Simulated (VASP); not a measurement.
OSZICAR of a VASP run on HfZr3C4 (ordered alloy cell):

**OSZICAR**
```
       N       E                     dE             d eps       ncg     rms          rms(c)
DAV:   1     0.514162562607E+03    0.51416E+03   -0.33835E+04  5772   0.169E+03
DAV:   2    -0.492005307747E+02   -0.56336E+03   -0.54833E+03  6859   0.452E+02
DAV:   3    -0.941533475948E+02   -0.44953E+02   -0.43719E+02  9128   0.100E+02
DAV:   4    -0.963332323579E+02   -0.21799E+01   -0.21772E+01  8064   0.204E+01
DAV:   5    -0.964186211270E+02   -0.85389E-01   -0.85376E-01  8119   0.375E+00    0.723E+01
DAV:   6    -0.841650192370E+02    0.12254E+02   -0.89157E+01  6473   0.332E+01    0.434E+01
DAV:   7    -0.839894288876E+02    0.17559E+00   -0.77207E+00  7299   0.105E+01    0.215E+01
DAV:   8    -0.839093189130E+02    0.80110E-01   -0.10641E+00  8425   0.458E+00    0.455E+00
DAV:   9    -0.838942214145E+02    0.15097E-01   -0.12546E-01  6825   0.191E+00    0.320E+00
DAV:  10    -0.838929743910E+02    0.12470E-02   -0.19601E-02  8078   0.964E-01    0.344E-01
DAV:  11    -0.838928786426E+02    0.95748E-04   -0.21122E-03  7059   0.253E-01    0.106E-01
DAV:  12    -0.838928605189E+02    0.18124E-04   -0.14566E-04  8360   0.672E-02    0.394E-02
DAV:  13    -0.838928527564E+02    0.77625E-05   -0.17956E-05  7835   0.274E-02    0.145E-02
DAV:  14    -0.838928532173E+02   -0.46082E-06   -0.63399E-06  6792   0.165E-02
   1 F= -.83892853E+02 E0= -.83893088E+02  d E =-.838929E+02
       N       E                     dE             d eps       ncg     rms          rms(c)
DAV:   1    -0.838932887784E+02   -0.43602E-03   -0.30063E-02  6227   0.120E+00    0.336E-01
DAV:   2    -0.838930096909E+02    0.27909E-03   -0.15369E-03  7254   0.255E-01    0.109E-01
DAV:   3    -0.838928938569E+02    0.11583E-03   -0.31936E-04  8036   0.111E-01    0.368E-02
DAV:   4    -0.838928931950E+02    0.66188E-06   -0.68687E-05  8977   0.323E-02    0.338E-02
DAV:   5    -0.838928952558E+02   -0.20608E-05   -0.12970E-05  8672   0.165E-02    0.170E-02
DAV:   6    -0.838928943180E+02    0.93781E-06   -0.30727E-06  5915   0.108E-02
   2 F= -.83892894E+02 E0= -.83893134E+02  d E =-.411007E-04
```

Question: Which electronic solver shows in the log?

Answer: It is blocked Davidson (ALGO = Normal, or the opening steps of other solvers). The INCAR had ALGO = Normal.

Question: Can the final energy be trusted as converged?

Answer: The run converged. It stopped with EDIFF = 1E-6, NELM = 100, NSW = 60 and EDIFFG = -0.02 after 2 ionic steps (PBEsol GGA, plane waves, VASP's PBE PAW potentials (set 64)).

The structure was generated: HfZr3C4 was put into an ordered model structure (R-3m), which need not be its known phase. This run relaxes it. Symmetry was kept, so distortions that lower it aren't found. The start is the result of an earlier pass.
